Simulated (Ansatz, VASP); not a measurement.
**TaF3: VASP beside Ansatz**

The input POSCAR:

```
TaF3
1.0
    3.9332545000      0.0000000000      0.0000000000
    0.0000000000      3.9332545000      0.0000000000
    0.0000000000      0.0000000000      3.9332545000
Ta F
1 3
Direct
    0.0000000000      0.0000000000      0.0000000000
    0.5000000000      0.0000000000      0.0000000000
    0.0000000000      0.5000000000      0.0000000000
    0.0000000000      0.0000000000      0.5000000000
```

File INCAR.step1:

```
PREC     = Accurate       # precision mode
ENCUT    = 520            # plane-wave cutoff, eV
ISMEAR   = -1             # smearing method
SIGMA    = 0.0573         # smearing width, eV
LREAL    = False          # projectors in reciprocal space
LASPH    = True           # aspherical terms in the spheres
NELM     = 100            # most SCF steps
NBANDS   = 24             # bands
GGA      = PE             # functional
ALGO     = Normal         # electronic algorithm
EDIFF    = 1E-4           # SCF threshold, eV
LWAVE    = True           # write WAVECAR
LCHARG   = False          # write CHGCAR
```

File INCAR.step2:

```
PREC     = Accurate       # precision mode
ENCUT    = 520            # plane-wave cutoff, eV
EDIFF    = 1E-7           # SCF threshold, eV
ISMEAR   = -1             # smearing method
SIGMA    = 0.0573         # smearing width, eV
LREAL    = False          # projectors in reciprocal space
LASPH    = True           # aspherical terms in the spheres
NELM     = 100            # most SCF steps
ALGO     = Normal         # electronic algorithm
ISIF     = 2              # what is computed and relaxed
LWAVE    = False          # write WAVECAR
LCHARG   = False          # write CHGCAR
METAGGA  = R2SCAN         # meta-GGA
LMIXTAU  = True         
NBANDS   = 24             # bands
ISTART   = 1
```

KPOINTS

```
Automatic mesh
0
Gamma
  9 9 9
```

Input for Ansatz:

```yaml
crystal:
  lattice:
    - [3.9332545, 0.0, 0.0]
    - [0.0, 3.9332545, 0.0]
    - [0.0, 0.0, 3.9332545]
  atoms:
    - { symbol: Ta, position: [0.0, 0.0, 0.0] }
    - { symbol: F, position: [0.5, 0.0, 0.0] }
    - { symbol: F, position: [0.0, 0.5, 0.0] }
    - { symbol: F, position: [0.0, 0.0, 0.5] }
  symmetry: { tolerance: 0.0003 }
kpoints:
  mp_grid: { grid: [9, 9, 9], shift: [0, 0, 0] }
  band_path:
    path:
      - [0.0, 0.0, 0.0]
      - [0.0, 0.5, 0.0]
      - [0.5, 0.5, 0.0]
      - [0.0, 0.0, 0.0]
      - [0.5, 0.5, 0.5]
      - [0.0, 0.5, 0.0]
      - [0.5, 0.5, 0.5]
      - [0.5, 0.5, 0.0]
    npoints: 8
magnetization:
  spin_polarized: false
scf:
  occupations: { method: fermi_dirac, width: 0.0573 }
  lower_state_search: "off"
  max_iter: 200
hamiltonian:
  pseudopotentials: { kind: paw }
  xc: r2scan
basis:
  ecutwfc: 500
  fft_grid_basis: typed
output:
  forces: true
  stress: true
  eigenvalues: true
  bader: true
  populations: true
  elf: true
  write_potential: true
  volumetric_format: npy
  dos:
    e_range: [-12, 8]
    de: 0.05
    projected: { site_lists: { F: [F], Ta: [Ta] } }
checkpoint:
  read: saved_state
```

Alike in both runs: task single point; functional r2SCAN; k mesh 9 × 9 × 9; occupations fermi-dirac, width 0.0573 eV; no spin polarisation.

|  | VASP | Ansatz |
| --- | --- | --- |
| version | VASP 6.6.1 | Ansatz 0.2.0 |
| potentials or method | VASP PAW PBE potentials, release 64 (Ta_pv, F) | PAW plane waves |
| plane-wave cutoff (eV) | 520 | 500 |
| valence electrons in the cell | 32 | 34 |

|  | VASP | Ansatz | Ansatz less VASP |
| --- | --- | --- | --- |
| pressure (GPa) | 18.2 | 17.4 | -0.76 |

The two sets of potentials don't hold the same shells in valence.

Caveats: so large a pressure means that the cell lies far from this level's equilibrium, or that cutoff or potentials fall short (VASP); the potentials were made for another functional, which shifts forces and pressure (VASP). Spin-orbit coupling is left out, which matters for the levels of Ta.
